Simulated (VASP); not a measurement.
# La2Zn7 (a cell with a defect) in VASP: notebook

The runs below take La2Zn7 (a cell with a defect) through single point, with PBEsol.

Everything below comes from runs of VASP 6.6.1. Logs are shortened: lines on timing, memory, paths and dates and some standing lists are left out, and cuts for length are marked.

## Step 1: Starting point

The cell holds a defect, 9 atoms: a = 6.055 Å, b = 6.055 Å, c = 6.124 Å, α = 90.00°, β = 90.00°, γ = 116.83°.

## Step 2: Single point, PBEsol

INCAR

```
SYSTEM = La2Zn7
PREC = Accurate
ENCUT = 520
EDIFF = 1E-6
ISMEAR = 1
SIGMA = 0.15
LREAL = .False.
LASPH = .True.
NELM = 100
ALGO = Fast
ISIF = 2
LWAVE = .False.
LCHARG = .True.
GGA = PS
LELF = .True.
LVHAR = .True.
NBANDS = 63
```

KPOINTS

```
regular mesh
0
Gamma
  3 3 2
  0 0 0
```

POSCAR

```
La2Zn7
1.0
    3.1712563300      5.1580434100      0.0000000000
    3.1712563300     -5.1580434100      0.0000000000
    0.0000000000      0.0000000000     -6.1244262600
La Zn
2 7
Direct
    0.7771323471      0.2224497334      0.7460924185
    0.2293096752      0.7704313328      0.2461190544
    0.1110673543      0.8891633650      0.7461196863
    0.3530693494      0.6466019701      0.7461644252
    0.6487433377      0.3512770548      0.2461553027
    0.2901394184      0.2750965050     -0.0120439037
    0.7247762611      0.7094915894      0.5046911937
    0.7248034044      0.7094669689     -0.0124261436
    0.2901192965      0.2751264022      0.5043189139
```

Potentials or basis: VASP PAW PBE potentials, release 64 (La, Zn).

Started as:

```bash
cat potpaw_PBE.64/La/POTCAR potpaw_PBE.64/Zn/POTCAR > POTCAR
mpirun -np 1 vasp_std > vasp.out
```

OUTCAR:

```text
SYSTEM = La2Zn7
   PREC = Accurate
   ENCUT = 520
   EDIFF = 1E-6
   ISMEAR = 1
   LREAL = .False.
   LASPH = .True.
   NELM = 100
   ISIF = 2
   GGA = PS

 ion  position               nearest neighbor table
   1  0.777  0.222  0.746-   4 3.27   4 3.27   7 3.32   8 3.32   9 3.32   6 3.32   5 3.34   5 3.34

   2  0.229  0.770  0.246-   5 3.28   5 3.28   3 3.30   3 3.30   6 3.31   8 3.31   7 3.31   9 3.31
                             4 3.32   4 3.32
   3  0.111  0.889  0.746-   4 2.50   6 2.56   9 2.56   8 2.56   7 2.56   2 3.30   2 3.30
   4  0.353  0.647  0.746-   3 2.50   8 2.57   7 2.57   6 2.57   9 2.57   1 3.27   1 3.27   2 3.32
                             2 3.32
   5  0.649  0.351  0.246-   7 2.55   8 2.55   9 2.55   6 2.55   2 3.28   2 3.28   1 3.34   1 3.34

   6  0.290  0.275  0.988-   5 2.55   3 2.56   4 2.57   8 2.76   9 2.96   2 3.31   1 3.32
   7  0.725  0.709  0.505-   5 2.55   3 2.56   4 2.57   9 2.76   8 2.96   2 3.31   1 3.32
   8  0.725  0.709  0.988-   5 2.55   3 2.56   4 2.57   6 2.76   7 2.96   2 3.31   1 3.32
   9  0.290  0.275  0.504-   5 2.55   3 2.56   4 2.57   7 2.76   6 2.96   2 3.31   1 3.32

  LATTYP: Found a base centered orthorhombic cell.
 ALAT       =     6.3425126600
 B/A-ratio  =     1.6264984199
 C/A-ratio  =     0.9656151416

  Lattice vectors:

 A1 = (   3.1712563300,   5.1580434100,   0.0000000000)
 A2 = (   3.1712563300,  -5.1580434100,   0.0000000000)
 A3 = (   0.0000000000,   0.0000000000,  -6.1244262600)

Analysis of symmetry for initial positions (statically):
=====================================================================
 Subroutine PRICEL returns:
 Original cell was already a primitive cell.

 Routine SETGRP: Setting up the symmetry group for a
 base centered orthorhombic supercell.

 Subroutine GETGRP returns: Found  1 space group operations
 (whereof  1 operations were pure point group operations)
 out of a pool of  8 trial point group operations.

The static configuration has the point symmetry C_1 .

Analysis of symmetry for dynamics (positions and initial velocities):
=====================================================================
 Subroutine PRICEL returns:
 Original cell was already a primitive cell.

 Routine SETGRP: Setting up the symmetry group for a
 base centered orthorhombic supercell.

 Subroutine GETGRP returns: Found  1 space group operations
 (whereof  1 operations were pure point group operations)
 out of a pool of  8 trial point group operations.

The dynamic configuration has the point symmetry C_1 .

 Subroutine INISYM returns: Found  1 space group operations
 (whereof  1 operations are pure point group operations),
 and found     1 'primitive' translations

----------------------------------------------------------------------------------------

                                     Primitive cell

  volume of cell :     200.3603

  direct lattice vectors                    reciprocal lattice vectors
     3.171256330  5.158043410  0.000000000     0.157666221  0.096935981  0.000000000
     3.171256330 -5.158043410  0.000000000     0.157666221 -0.096935981  0.000000000
     0.000000000  0.000000000 -6.124426260     0.000000000  0.000000000 -0.163280601

  length of vectors
     6.054938359  6.054938359  6.124426260     0.185081662  0.185081662  0.163280601

  position of ions in fractional coordinates (direct lattice)
     0.777132347  0.222449733  0.746092418
     0.229309675  0.770431333  0.246119054
     0.111067354  0.889163365  0.746119686
     0.353069349  0.646601970  0.746164425
     0.648743338  0.351277055  0.246155303
     0.290139418  0.275096505  0.987956096
     0.724776261  0.709491589  0.504691194
     0.724803404  0.709466969  0.987573856
     0.290119297  0.275126402  0.504318914

  ion indices of the primitive-cell ions
   primitive index   ion index
                 1           1
                 2           2
                 3           3
                 4           4
                 5           5
                 6           6
                 7           7
                 8           8
                 9           9

----------------------------------------------------------------------------------------

 KPOINTS: regular mesh

Automatic generation of k-mesh.
 Grid dimensions read from file:
 generate k-points for:    3    3    2

 Generating k-lattice:

  Cartesian coordinates                     Fractional coordinates (reciprocal lattice)
     0.052555407  0.032311994  0.000000000     0.333333333  0.000000000  0.000000000
     0.052555407 -0.032311994  0.000000000     0.000000000  0.333333333  0.000000000
     0.000000000  0.000000000 -0.081640300     0.000000000  0.000000000  0.500000000

  Length of vectors
     0.061693887  0.061693887  0.081640300

  Shift w.r.t. Gamma in fractional coordinates (k-lattice)
     0.000000000  0.000000000  0.000000000

 Subroutine IBZKPT returns following result:
 ===========================================

 Found     10 irreducible k-points:

 Following reciprocal coordinates:
            Coordinates               Weight
  0.000000  0.000000  0.000000      1.000000
  0.333333  0.000000  0.000000      2.000000
  0.000000  0.333333  0.000000      2.000000
  0.333333  0.333333  0.000000      2.000000
 -0.333333  0.333333  0.000000      2.000000
  0.000000  0.000000  0.500000      1.000000
  0.333333  0.000000  0.500000      2.000000
  0.000000  0.333333  0.500000      2.000000
  0.333333  0.333333  0.500000      2.000000
 -0.333333  0.333333  0.500000      2.000000
   k-points           NKPTS =     10   k-points in BZ     NKDIM =     10   number of bands    NBANDS=     63
   number of dos      NEDOS =    301   number of ions     NIONS =      9
   total plane-waves  NPLWV = 110592
   dimension x,y,z NGX =    48 NGY =   48 NGZ =   48
   dimension x,y,z NGXF=    96 NGYF=   96 NGZF=   96
   ions per type =               2   7
   NGX,Y,Z   is equivalent  to a cutoff of  13.18, 13.18, 13.03 a.u.
   NGXF,Y,Z  is equivalent  to a cutoff of  26.36, 26.36, 26.06 a.u.
 SYSTEM =  La2Zn7
   PREC   = accura    normal or accurate (medium, high low for compatibility)
   ISTART =      0    job   : 0-new  1-cont  2-samecut
   ICHARG =      2    charge: 1-file 2-atom 10-const
   ISPIN  =      1    spin polarized calculation?
   LNONCOLLINEAR =      F non collinear calculations
   LSORBIT =      F    spin-orbit coupling
   LASPH  =      T    aspherical Exc in radial PAW
   ENCUT  =  520.0 eV  38.22 Ry    6.18 a.u.  11.26 11.26 11.39*2*pi/ulx,y,z
   NELM   =    100;   NELMIN=  2; NELMDL= -5     # of ELM steps
   EDIFF  = 0.1E-05   stopping-criterion for ELM
   LREAL  =      F    real-space projection
   EDIFFG = 0.1E-04   stopping-criterion for IOM
   NSW    =      0    number of steps for IOM
   IBRION =     -1    ionic relax: 0-MD 1-quasi-New 2-CG
   NFREE  =      0    steps in history (QN), initial steepest desc. (CG)
   ISIF   =      2    stress and relaxation
   ISYM   =      2    0-nonsym 1-usesym 2-fastsym
   POTIM  = 0.5000    time-step for ionic-motion
   TEBEG  =    0.0;   TEEND  =   0.0 temperature during run
   PSTRESS=    0.0 pullay stress
   NELECT =     106.0000    total number of electrons
   NUPDOWN=      -1.0000    fix difference up-down
   EMIN   =  10.00;   EMAX   =-10.00  energy-range for DOS
   EFERMI =   0.00;   METHOD = LEGACY
   ISMEAR =     1;   SIGMA  =   0.15  broadening in eV -4-tet -1-fermi 0-gaus
   EFERMI_NEDOS =   21; number of points for ismear=-14 and -15
   IALGO  =     68    algorithm
   IMIX   =      4    mixing-type and parameters
     AMIX     =   0.40;   BMIX     =  1.00
     AMIX_MAG =   1.60;   BMIX_MAG =  1.00
  volume/ion in A,a.u.               =      22.26       150.23
  Fermi-wavevector in a.u.,A,eV,Ry     =   1.324056  2.502102 23.852688  1.753123
  Thomas-Fermi vector in A             =   2.453618
   LORBIT       =      0    0 simple, 1 ext, 2 COOP (PROOUT), +10 PAW based schemes
   GGA     = PS    functional components
   LHFCALC =     F    Hartree Fock is set to
   AEXX    =    0.0000 exact exchange contribution
   IVDW    =     0    specifies the selected vdW correction
   LEPSILON=     F    determine dielectric tensor
   LRPA    =     F    only Hartree local field effects (RPA)
 non-spin polarized calculation
 RMM-DIIS sequential band-by-band and
 Methfessel and Paxton  Order N= 1 SIGMA  =   0.15
  energy-cutoff  :      520.00
  volume of cell :      200.36
 maximum number of plane-waves:      5405
 NGX is ok and might be reduce to    48
   NGX = 23   NGY = 23   NGZ = 23

 number of electron     106.0000036 magnetization

 Free energy of the ion-electron system (eV)
  ---------------------------------------------------
  ext. energy  EPLUGINS =         0.00000000
  ---------------------------------------------------
  free energy    TOTEN  =       -23.39394342 eV

  energy without entropy =      -23.38265105  energy(sigma->0) =      -23.39017930

 E-fermi :   3.8479     XC(G=0): -10.3129

 val. band max:        3.8324822643   @ k =   0.0000   0.0000   0.0000
 cond. band min:       3.8740092744   @ k =  -0.3333   0.3333   0.5000
 fundamental gap:      0.0415270101
 Fermi energy:         3.8478871275

 k-point     1 :       0.0000    0.0000    0.0000
  band No.  band energies     occupation
      1     -29.0908      2.00000
      2     -29.0444      2.00000
      3     -12.8458      2.00000
      4     -12.8168      2.00000
      5     -12.8141      2.00000
      6     -12.7832      2.00000
[... 55 lines left out ...]
     62       5.6762     -0.00000
     63       5.6951     -0.00000

 k-point     2 :       0.3333    0.0000    0.0000
  band No.  band energies     occupation
      1     -29.0894      2.00000
      2     -29.0455      2.00000
      3     -12.8274      2.00000
      4     -12.8104      2.00000
      5     -12.7992      2.00000
      6     -12.7762      2.00000
[... 55 lines left out ...]
     62       5.6602     -0.00000
     63       5.7295     -0.00000

 k-point     3 :       0.0000    0.3333    0.0000
  band No.  band energies     occupation
      1     -29.0894      2.00000
      2     -29.0455      2.00000
      3     -12.8275      2.00000
      4     -12.8104      2.00000
      5     -12.7992      2.00000
      6     -12.7761      2.00000
[... 55 lines left out ...]
     62       5.6188     -0.00000
     63       5.6810     -0.00000

 k-point     4 :       0.3333    0.3333    0.0000
  band No.  band energies     occupation
      1     -29.0892      2.00000
      2     -29.0455      2.00000
      3     -12.8482      2.00000
      4     -12.8045      2.00000
      5     -12.7935      2.00000
      6     -12.7829      2.00000
[... 55 lines left out ...]
     62       5.6206     -0.00000
     63       5.6712     -0.00000

 k-point     5 :      -0.3333    0.3333    0.0000
  band No.  band energies     occupation
      1     -29.0905      2.00000
      2     -29.0444      2.00000
      3     -12.8499      2.00000
      4     -12.8373      2.00000
      5     -12.8227      2.00000
      6     -12.7808      2.00000
[... 55 lines left out ...]
     62       5.6537     -0.00000
     63       5.6817     -0.00000

 k-point     6 :       0.0000    0.0000    0.5000
  band No.  band energies     occupation
      1     -29.0891      2.00000
      2     -29.0459      2.00000
      3     -12.8124      2.00000
      4     -12.8052      2.00000
      5     -12.7825      2.00000
      6     -12.7471      2.00000
[... 55 lines left out ...]
     62       5.6926     -0.00000
     63       5.7028     -0.00000

 k-point     7 :       0.3333    0.0000    0.5000
  band No.  band energies     occupation
      1     -29.0889      2.00000
      2     -29.0457      2.00000
      3     -12.8588      2.00000
      4     -12.8485      2.00000
      5     -12.8143      2.00000
      6     -12.7892      2.00000
[... 55 lines left out ...]
     62       5.6205     -0.00000
     63       5.6845     -0.00000

 k-point     8 :       0.0000    0.3333    0.5000
  band No.  band energies     occupation
      1     -29.0889      2.00000
      2     -29.0457      2.00000
      3     -12.8588      2.00000
      4     -12.8487      2.00000
      5     -12.8141      2.00000
      6     -12.7892      2.00000
[... 55 lines left out ...]
     62       5.6378     -0.00000
     63       5.7308     -0.00000

 k-point     9 :       0.3333    0.3333    0.5000
  band No.  band energies     occupation
      1     -29.0888      2.00000
      2     -29.0456      2.00000
      3     -12.8574      2.00000
      4     -12.8485      2.00000
      5     -12.8237      2.00000
      6     -12.7961      2.00000
[... 55 lines left out ...]
     62       5.6320     -0.00000
     63       5.7096     -0.00000

 k-point    10 :      -0.3333    0.3333    0.5000
  band No.  band energies     occupation
      1     -29.0889      2.00000
      2     -29.0457      2.00000
      3     -12.8334      2.00000
      4     -12.8119      2.00000
      5     -12.7838      2.00000
      6     -12.7519      2.00000
[... 55 lines left out ...]
     62       5.6658     -0.00000
     63       5.7107     -0.00000

------------------------ aborting loop because EDIFF is reached ----------------------------------------

  FORCE on cell =-STRESS in cart. coord.  units (eV):
  Direction    XX          YY          ZZ          XY          YZ          ZX
  --------------------------------------------------------------------------------------
  -------------------------------------------------------------------------------------
  Total       -3.7172226     -5.9154818     -6.5830621      0.0040025     -0.0001383     -0.0000647
  in kB      -29.7246949    -47.3030302    -52.6413220      0.0320063     -0.0011061     -0.0005176
  external PRESSURE =     -43.2230157 kB  Pullay stress =       0.0000000 kB

 VOLUME and BASIS-vectors are now :
 -----------------------------------------------------------------------------
  energy-cutoff  :      520.00
  volume of cell :      200.36
      direct lattice vectors                 reciprocal lattice vectors
     3.171256330  5.158043410  0.000000000     0.157666221  0.096935981  0.000000000
     3.171256330 -5.158043410  0.000000000     0.157666221 -0.096935981  0.000000000
     0.000000000  0.000000000 -6.124426260     0.000000000  0.000000000 -0.163280601

 POSITION                                       TOTAL-FORCE (eV/Angst)
 -----------------------------------------------------------------------------------
      3.16993      2.86108     -4.56939        -0.000443     -0.007421     -0.001209
      3.17043     -2.79113     -1.50734         0.000386     -0.001241     -0.000642
      3.17199     -4.01345     -4.56955         0.000347      0.039197      0.000043
      3.17021     -1.51405     -4.56983         0.000072     -0.018665      0.000811
      3.17132      1.53434     -1.50756        -0.000193      0.038590      0.000922
      1.79251      0.07759     -6.05066        -0.020210     -0.012902     -0.013972
      4.54843      0.07884     -3.09094         0.020159     -0.012398      0.013875
      4.54844      0.07911     -6.04832         0.020114     -0.012816     -0.013791
      1.79254      0.07733     -3.08866        -0.020232     -0.012343      0.013964
 -----------------------------------------------------------------------------------
    total drift:                                0.000278     -0.001972      0.002116

  FREE ENERGIE OF THE ION-ELECTRON SYSTEM (eV)
  ---------------------------------------------------
  free  energy   TOTEN  =       -23.3939434222 eV

  energy  without entropy=      -23.3826510518  energy(sigma->0) =      -23.39017930
```

Wall time 11 min (1 thread of Intel Xeon Platinum 8488C (Sapphire Rapids), shared host); peak memory 0.38 GiB.

What came out:

| Quantity | Value |
| --- | --- |
| Free energy | -23.3939 eV |
| Pressure | -4.3 GPa |
| Largest force | 0.039 eV/Å |
| Band gap on the k mesh | none (metal or under the smearing width) |

Forces on the atoms (eV/Å):
```
La   0.000 -0.007 -0.001
La   0.000 -0.001 -0.001
Zn   0.000  0.039  0.000
Zn   0.000 -0.019  0.001
Zn   0.000  0.039  0.001
Zn  -0.020 -0.013 -0.014
Zn   0.020 -0.012  0.014
Zn   0.020 -0.013 -0.014
Zn  -0.020 -0.012  0.014
```

Stress tensor (GPa, compression positive):
```
-2.97  0.00  0.00
 0.00 -4.73  0.00
 0.00  0.00 -5.26
```

Caveat: the k mesh is coarse (spacing up to 0.51 Å⁻¹), so the values aren't converged; the PAW data sets were made with another functional, which shifts forces and pressure a little. Spin-orbit coupling is left out, which matters for the levels of La.

## Step 3: Single point, PBEsol

INCAR

```
PREC = Accurate
ENCUT = 520
EDIFF = 1E-6
ISMEAR = 1
SIGMA = 0.15
LREAL = False
LASPH = True
NELM = 100
ALGO = Fast
ISIF = 2
LWAVE = False
LCHARG = False
GGA = PS
NBANDS = 63
```

KPOINTS

```
Automatic mesh
0
Gamma
  3 3 2
```

POSCAR

```
La2Zn7
1.0
    3.1712563300      5.1580434100      0.0000000000
    3.1712563300     -5.1580434100      0.0000000000
    0.0000000000      0.0000000000     -6.1244262600
La Zn
2 7
Direct
    0.7742527187      0.2084420482      0.7236883606
    0.2271289452      0.7665144794      0.2598181336
    0.1199339357      0.8977211083      0.7496452411
    0.3544463821      0.6243045220      0.7708511458
    0.6437337848      0.3465835132      0.2160026007
    0.1885947727      0.2465334088      0.0602004146
    0.7205465600      0.7062318298      0.4857661557
    0.7416720835      0.7595474663      0.0267783451
    0.2867428652      0.2766754820      0.4831038655
```

Potentials or basis: VASP PAW PBE potentials, release 64 (La, Zn).

Started as:

```bash
cat potpaw_PBE.64/La/POTCAR potpaw_PBE.64/Zn/POTCAR > POTCAR
mpirun -np 1 vasp_std > vasp.out
```

Wall time 8.9 min (1 thread of Intel Xeon Platinum 8488C (Sapphire Rapids), shared host); peak memory 0.38 GiB.

Results (log left out):

| Item | Value |
| --- | --- |
| Free energy | -23.2808 eV |
| Pressure | -5.4 GPa |
| Largest force | 0.185 eV/Å |
| Band gap on the k mesh | none (metal or under the smearing width) |

Forces in eV/Å, atoms in the order of the input:
```
La  -0.010 -0.015 -0.041
La  -0.028  0.000  0.005
Zn  -0.007  0.009 -0.001
Zn   0.006 -0.013  0.013
Zn  -0.036 -0.023 -0.015
Zn   0.122  0.117  0.075
Zn  -0.015 -0.036 -0.009
Zn  -0.007 -0.006 -0.026
Zn  -0.025 -0.033 -0.001
```

Stress tensor (GPa, compression positive):
```
-4.09 -0.25  0.12
-0.25 -6.18 -0.33
 0.12 -0.33 -5.86
```

Levels at points of the mesh, in eV from the Fermi level:
| k point | band 49 | band 50 | band 51 | band 52 | band 53 | band 54 | band 55 | band 56 | band 57 | band 58 |
| --- | --- | --- | --- | --- | --- | --- | --- | --- | --- | --- |
| (0.00, 0.00, 0.00) | -2.08 | -1.30 | -0.88 | -0.78 | -0.67 | -0.38 | -0.28 | 0.09 | 0.36 | 1.51 |
| (0.00, 0.00, 0.50) | -2.58 | -2.03 | -0.84 | -0.38 | -0.26 | -0.05 | 0.17 | 0.29 | 0.88 | 1.64 |

Caveat: the k mesh is coarse (spacing up to 0.51 Å⁻¹), so the values aren't converged; the PAW data sets were made with another functional, which shifts forces and pressure a little.

(Part 1 of 2 ends here.)
